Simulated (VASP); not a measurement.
Given:

```yaml
crystal:
  lattice:
    - [0.00000, 2.45829, 2.45829]
    - [2.45829, 0.00000, 2.45829]
    - [2.45829, 2.45829, 0.00000]
  atoms:
    - { symbol: Na, position: [0.00000, 0.00000, 0.00000] }
    - { symbol: H, position: [0.50000, 0.50000, 0.50000] }
```

Method: RPBE GGA, VASP's PBE PAW potentials (set 64) (plane waves; VASP 6.6.1). Settings: 520 eV cut-off, 10×10×10 Γ-centred mesh, tetrahedra with Blöchl corrections, potentials Na_pv H.

**Question.** Predict the energy per atom (σ→0).

**Answer.** 
```json
{
  "energy per atom (σ→0)": "-2.493 eV/atom"
}
```

Only differences to runs with the same potentials and settings are physical.

The compound is NaH in the rock salt structure. It was relaxed first.
